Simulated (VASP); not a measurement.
VASP input:

File POSCAR:
```
NbAl
1
    0.0000000000     3.0780000000     3.0780000000
    3.0780000000     0.0000000000     3.0780000000
    3.0780000000     3.0780000000     0.0000000000
Nb Al
1 1
Direct
  0.0000000000   0.0000000000   0.0000000000
  0.5000000000   0.5000000000   0.5000000000
```

**INCAR**
```
ALGO = Normal
EDIFF = 1E-6
EDIFFG = -0.01
ENCUT = 400
GGA = PE
IBRION = 2
ISIF = 3
ISMEAR = 1
LASPH = T
LCHARG = F
LMAXMIX = 4
LREAL = F
LWAVE = F
NELM = 100
NSW = 60
PREC = Accurate
SIGMA = 0.1
SYSTEM = NbAl
```

File KPOINTS:
```
Automatic mesh
0
G
9 9 9
```

POTCAR, in this order: Nb_sv Al (PBE.64 set). Program: vasp_std.

### Question
Translate this PBE calculation to Ansatz.

### Answer
One equivalent input (not run):
Ansatz 0.2 input:
```yaml
crystal:
  lattice:
    - [0.0000000, 3.0780000, 3.0780000]
    - [3.0780000, 0.0000000, 3.0780000]
    - [3.0780000, 3.0780000, 0.0000000]
  atoms:
    - { symbol: Nb, position: [0.0000000, 0.0000000, 0.0000000] }
    - { symbol: Al, position: [0.5000000, 0.5000000, 0.5000000] }
kpoints:
  mp_grid: { grid: [9, 9, 9] }
hamiltonian:
  xc: pbe
  pseudopotentials: { kind: paw }
scf:
  occupations: { method: methfessel_paxton, width: 0.1 }
  max_iter: 100
relax:
  max_steps: 60
  f_tol: 0.01
  cell: {}
output: { forces: true, stress: true, eigenvalues: true }
```
Limits of the translation: each code has its own PAW files, so the cut-off isn't converted (ENCUT is set for VASP's; basis.ecutwfc is left out, and Ansatz then takes the one that its files recommend); Ansatz stops its SCF on the density residual and VASP on the energy change (EDIFF).

The structure was generated: NbAl was put into the rock salt type (Fm-3m), which need not be its known phase. This run relaxes it. Symmetry was kept, so distortions that lower it aren't found.
